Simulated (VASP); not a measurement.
Consider the following.

```
CELL_PARAMETERS angstrom
      0.00000     2.26866     2.26866
      2.26866     0.00000     2.26866
      2.26866     2.26866     0.00000
ATOMIC_POSITIONS crystal
  Zr 0.00000 0.00000 0.00000
  C  0.50000 0.50000 0.50000
```

Method: LDA (Ceperley-Alder, Perdew-Zunger), VASP's LDA PAW potentials (set 64) (plane waves; VASP). Run with 620 eV cut-off, 14×14×14 Γ-centred mesh, first-order Methfessel-Paxton smearing of 0.10 eV, potentials Zr_sv C.

Energy and stress use the plane-wave basis of the starting cell.

**Question.** The ions, cell shape and volume at an external pressure of 30.0 GPa are relaxed. Which structure does the run end with?

**Answer.** 
```
CELL_PARAMETERS angstrom
      0.00000     2.24662     2.24662
      2.24662     0.00000     2.24662
      2.24662     2.24662     0.00000
ATOMIC_POSITIONS crystal
  Zr 0.00000 0.00000 0.00000
  C  0.50000 0.50000 0.50000
```
Space group Fm-3m (225), at a tolerance of 0.03 Å.

**Question.** How do energy and volume change from the first to the last step?

**Answer.** The energy (σ→0) changes by +52.3 meV/atom and the volume by -2.9 %, in 4 ionic steps.

```json
[
 {"step": "1", "E(σ→0) (eV)": "-21.1777", "max force (eV/Å)": "0.000", "pressure (GPa)": "19.97", "volume (Å³)": "23.35"},
 {"step": "2", "E(σ→0) (eV)": "-20.5895", "max force (eV/Å)": "0.000", "pressure (GPa)": "62.47", "volume (Å³)": "20.97"},
 {"step": "3", "E(σ→0) (eV)": "-21.0768", "max force (eV/Å)": "0.000", "pressure (GPa)": "29.66", "volume (Å³)": "22.70"},
 {"step": "4", "E(σ→0) (eV)": "-21.0731", "max force (eV/Å)": "0.000", "pressure (GPa)": "29.98", "volume (Å³)": "22.68"}
]
```

The compound is ZrC in the rock salt structure. This run relaxes it under an external pressure of 30 GPa. Symmetry was kept, so distortions that lower it aren't found.
